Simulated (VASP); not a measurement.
Data:

```
HfZr3C4
1.0
    4.65441     0.00000     0.00000
    0.00000     4.65441     0.00000
    0.00000     0.00000     4.65441
Zr C Hf
3 4 1
Cartesian
  0.00000   0.00000   0.00000
  2.32720   2.32720   0.00000
  2.32720   0.00000   2.32720
  2.32720   2.32720   2.32720
  0.00000   0.00000   2.32720
  0.00000   2.32720   0.00000
  2.32720   0.00000   0.00000
  0.00000   2.32720   2.32720
```

Method: PBEsol GGA, VASP's PBE PAW potentials (set 64) (plane waves; VASP). Settings: 520 eV cut-off, 8×8×8 Γ-centred mesh, tetrahedra with Blöchl corrections, potentials Zr_sv C Hf_pv.

Unless said otherwise, spin-orbit coupling is left out, though it shifts the bands of the heavy elements here.

Task: Estimate the energy per atom (σ→0), band gap (on the k-mesh) with the smallest direct gap where there is one.

Result: 
```json
{
  "band gap (on the k-mesh)": "none (metal, semimetal or under 0.01 eV)",
  "energy per atom (σ→0)": "-10.486 eV/atom"
}
```

Only differences to runs with the same potentials and settings are physical.

The structure was generated: HfZr3C4 was put into an ordered model structure (Pm-3m), which need not be its known phase. It was relaxed first.
